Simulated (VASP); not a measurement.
A run of VASP 6.6.1:

Contents of INCAR:

```
  PREC = Accurate
  ENCUT = 520
  EDIFF = 1E-7
  ISMEAR = 0
  SIGMA = 1.0
  LREAL = F
  LASPH = T
  NELM = 80
  ALGO = Normal
  ISIF = 2
  LWAVE = F
  LCHARG = F
  GGA = PE
  NBANDS = 11
```

The input KPOINTS:

```
regular mesh
0
Gamma
  12 12 12
```

Contents of POSCAR:

```
BAs                                     
1.0
    0.0000000000      2.4320174113      2.4320174113
    2.4320174113      0.0000000000      2.4320174113
    2.4320174113      2.4320174113      0.0000000000
  B               As            
     1     1
Direct
     0.0000000000000000    0.0000000000000000    0.0000000000000000
     0.2500000000000000    0.2500000000000000    0.2500000000000000
```

Potentials or basis: VASP PAW PBE potentials, release 64 (B, As).

Command:

```sh
$ cat potpaw_PBE.64/B/POTCAR potpaw_PBE.64/As/POTCAR > POTCAR
$ mpirun -np 1 vasp_std > vasp.out
```

Hardware: 1 thread of Intel(R) Xeon(R) Platinum 8488C (Sapphire Rapids), with other jobs on the host.

**Question.** How long does it take, and how much memory?

**Answer.** Run time: 19 s on 1 thread of Intel(R) Xeon(R) Platinum 8488C (Sapphire Rapids), with other jobs on the host, peak memory 0.16 GiB. Counts: scf iterations 13, k points 72.
